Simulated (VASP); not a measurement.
Given:

```
CELL_PARAMETERS angstrom
      0.00000     2.58996     2.58996
      2.58996     0.00000     2.58996
      2.58996     2.58996     0.00000
ATOMIC_POSITIONS crystal
  Li 0.00000 0.00000 0.00000
  Cl 0.50000 0.50000 0.50000
```

Method: PBE GGA with D3 dispersion (zero damping), VASP's PBE PAW potentials (set 64) (plane waves; VASP). Numerical set-up: 520 eV cut-off, 9×9×9 Γ-centred mesh, Gaussian smearing of 0.050 eV, potentials Li_sv Cl.

Q: Give the stress tensor in GPa (positive for a compressed cell).

A: 
```
-1.81   0.00   0.00
 0.00  -1.81   0.00
 0.00   0.00  -1.81
```
The pressure is its mean diagonal, -1.81 GPa.

The compound is LiCl in the rock salt structure. This cell is one point of a volume scan, at 1.06 of the reference volume.
